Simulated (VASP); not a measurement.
Calculation: PBE GGA, VASP's PBE PAW potentials (set 64) (plane waves; VASP).

A VASP calculation is set up with these files.

### KPOINTS
```
Regular mesh
0
G
  5 5 4
```

### POSCAR
```
Te
5.9697110
  0.3684501645  -0.6333983337   0.0000000000
  0.3684501645   0.6333983337   0.0000000000
  0.0000000000   0.0000000000   1.0000000000
Te
3
Cartesian
  0.0969023933   0.1665837618   0.6666670000
  0.5430955425   0.0000000000   0.0000000000
  0.1070148765  -0.1665837618   0.3333330000
```

**INCAR**
```
ALGO=Normal
EDIFF=1E-6
ENCUT=400
GGA=PE
ISIF=2
ISMEAR=0
LASPH=.TRUE.
LCHARG=.FALSE.
LMAXMIX=4
LREAL=.FALSE.
LWAVE=.FALSE.
NELM=100
PREC=Accurate
SIGMA=0.2
SYSTEM=Te
```

POTCAR, in this order: Te (PBE.64 set). Program: vasp_std.

The resulting files:

**OSZICAR**
```
       N       E                     dE             d eps       ncg     rms          rms(c)
DAV:   1     0.679828541787E+02    0.67983E+02   -0.56650E+03  1326   0.894E+02
DAV:   2    -0.474465028181E+01   -0.72728E+02   -0.69757E+02  1734   0.146E+02
DAV:   3    -0.929599200176E+01   -0.45513E+01   -0.45193E+01  1576   0.414E+01
DAV:   4    -0.938335108724E+01   -0.87359E-01   -0.87296E-01  1776   0.692E+00
DAV:   5    -0.938448142003E+01   -0.11303E-02   -0.11303E-02  1622   0.687E-01    0.129E+01
DAV:   6    -0.936809931082E+01    0.16382E-01   -0.19920E-02  1426   0.967E-01    0.814E+00
DAV:   7    -0.936596997493E+01    0.21293E-02   -0.41564E-02  1406   0.143E+00    0.303E-01
DAV:   8    -0.936528204359E+01    0.68793E-03   -0.77723E-03  1376   0.574E-01    0.172E-01
DAV:   9    -0.936531565483E+01   -0.33611E-04   -0.22390E-04  1660   0.114E-01    0.118E-01
DAV:  10    -0.936535788656E+01   -0.42232E-04   -0.49986E-05  1361   0.511E-02    0.265E-02
DAV:  11    -0.936535169136E+01    0.61952E-05   -0.22351E-05  1376   0.326E-02    0.183E-02
DAV:  12    -0.936535187906E+01   -0.18770E-06   -0.23375E-06   986   0.101E-02
   1 F= -.93653519E+01 E0= -.93649129E+01  d E =-.878010E-03
```

**OUTCAR**
```
------------------------ aborting loop because EDIFF is reached ----------------------------------------
  FORCE on cell =-STRESS in cart. coord.  units (eV):
  Direction    XX          YY          ZZ          XY          YZ          ZX
  --------------------------------------------------------------------------------------
  Total        1.5086065      1.8557021      2.0060641      0.1237561      0.2331367     -0.2099332
  in kB       24.3411426     29.9414797     32.3675486      1.9967872      3.7616267     -3.3872408
  external PRESSURE =      28.8833903 kB  Pullay stress =       0.0000000 kB
  volume of cell :       99.30
      direct lattice vectors                 reciprocal lattice vectors
     2.199541000 -3.781205000  0.000000000     0.227320155 -0.132232979  0.000000000
     2.199541000  3.781205000  0.000000000     0.227320155  0.132232979  0.000000000
     0.000000000  0.000000000  5.969711000     0.000000000  0.000000000  0.167512297
 POSITION                                       TOTAL-FORCE (eV/Angst)
 -----------------------------------------------------------------------------------
      0.57848      0.99446      3.97981         0.271785      0.390294      0.020984
      3.24212      0.00000      0.00000        -0.302415     -0.023200      0.055284
      0.63885     -0.99446      1.98990         0.030630     -0.367093     -0.076268
 -----------------------------------------------------------------------------------
    total drift:                               -0.000017      0.000035     -0.000035
  FREE ENERGIE OF THE ION-ELECTRON SYSTEM (eV)
  ---------------------------------------------------
  free  energy   TOTEN  =        -9.3653518791 eV

  energy  without entropy=       -9.3644738693  energy(sigma->0) =       -9.36491287
```
(Selected blocks of OUTCAR.)

The compound is Te in the trig structure. The cell was not relaxed at this level, atoms are displaced from their ideal sites. The run is one of a series of settings (SIGMA = 0.2 against the base run), some of them coarse on purpose.
